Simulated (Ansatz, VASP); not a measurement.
**One calculation of Ag3SnSe, two programs**

The input INCAR:

```
SYSTEM = Ag3SnSe
PREC = Accurate ; ENCUT = 520
EDIFF = 1E-7 ; ISMEAR = 0
SIGMA = 0.1 ; LREAL = .False.
LASPH = .True. ; NELM = 100
ALGO = Normal ; ISIF = 2
LWAVE = .False. ; LCHARG = .False.
GGA = PE ; NBANDS = 34
```

The input KPOINTS:

```
regular mesh
0
Gamma
  4 4 4
  0 0 0
```

The input POSCAR:

```
Ag3SnSe
1.0
    4.9025881400      0.0000000000      0.0000000000
    0.0000000000      4.9025881400      0.0000000000
    0.0000000000      0.0000000000      4.9025881400
Ag Sn Se
3 1 1
Direct
    0.5000000000      0.0000000000      0.5000000000
    0.0000000000      0.5000000000      0.5000000000
    0.5000000000      0.5000000000      0.0000000000
    0.0000000000      0.0000000000      0.0000000000
    0.5000000000      0.5000000000      0.5000000000
```

Input for Ansatz:

```yaml
crystal:
  lattice:
    - [4.90258814, 0.0, 0.0]
    - [0.0, 4.90258814, 0.0]
    - [0.0, 0.0, 4.90258814]
  atoms:
    - { symbol: Ag, position: [0.5, 0.0, 0.5] }
    - { symbol: Ag, position: [0.0, 0.5, 0.5] }
    - { symbol: Ag, position: [0.5, 0.5, 0.0] }
    - { symbol: Sn, position: [0.0, 0.0, 0.0] }
    - { symbol: Se, position: [0.5, 0.5, 0.5] }
basis:
  ecutwfc: 420
kpoints:
  mp_grid: { grid: [4, 4, 4] }
hamiltonian:
  xc: pbe
scf:
  occupations: { method: gaussian, width: 0.1 }
  lower_state_search: "off"
output:
  forces: true
  stress: true
  eigenvalues: true
```

Change from the starting cell: species swapped into the Sm3TlC type (Pm-3m, No. 221).

Alike in both runs: task single point; functional PBE; k mesh 4 × 4 × 4; occupations gaussian, width 0.1 eV; no spin polarisation.

```csv
,VASP,Ansatz
version,VASP 6.6.1,Ansatz 0.2.0
potentials or method,"VASP PAW PBE potentials, release 64 (Ag, Sn_d, Se)","scalar-relativistic, plane waves, PAW"
plane-wave cutoff (eV),520,420
valence electrons in the cell,53,87
```

|  | VASP | Ansatz | Ansatz less VASP |
| --- | --- | --- | --- |
| gap on the k mesh at the Fermi level (eV) | none | none | - |
| pressure (GPa) | 5.9 | 5.9 | -0.01 |

A gap of «none» marks a metal or a gap that the smearing closes. The two sets of potentials don't hold the same shells in valence.
